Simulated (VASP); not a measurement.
Data:

```
CELL_PARAMETERS angstrom
      1.85973    -3.22115     0.00000
      1.85973     3.22115     0.00000
      0.00000     0.00000     5.74511
ATOMIC_POSITIONS crystal
  Pt 0.00000 0.00000 0.00000
  Se 0.33333 0.66667 0.22828
  Se 0.66667 0.33333 0.77172
```

Level of theory: r2SCAN meta-GGA, VASP's PBE PAW potentials (set 64) (plane waves; VASP). Run with 520 eV cut-off, 8×8×5 Γ-centred mesh, tetrahedra with Blöchl corrections, potentials Pt Se.

The cores are frozen, which limits the accuracy of field gradients.

Q: Give the principal components of the electric field gradient (V/Å²) and the asymmetry η at each nucleus.

A: 
| atom | Vxx | Vyy | Vzz | η |
|---|---|---|---|---|
| Pt1 | -59.1 | -59.1 | 118.2 | 0.00 |
| Se2 | 43.9 | 43.9 | -87.8 | 0.00 |
| Se3 | 43.9 | 43.9 | -87.8 | 0.00 |

The compound is PtSe2 in the 1T layered structure. It was relaxed first, which changed the volume by +12 %.
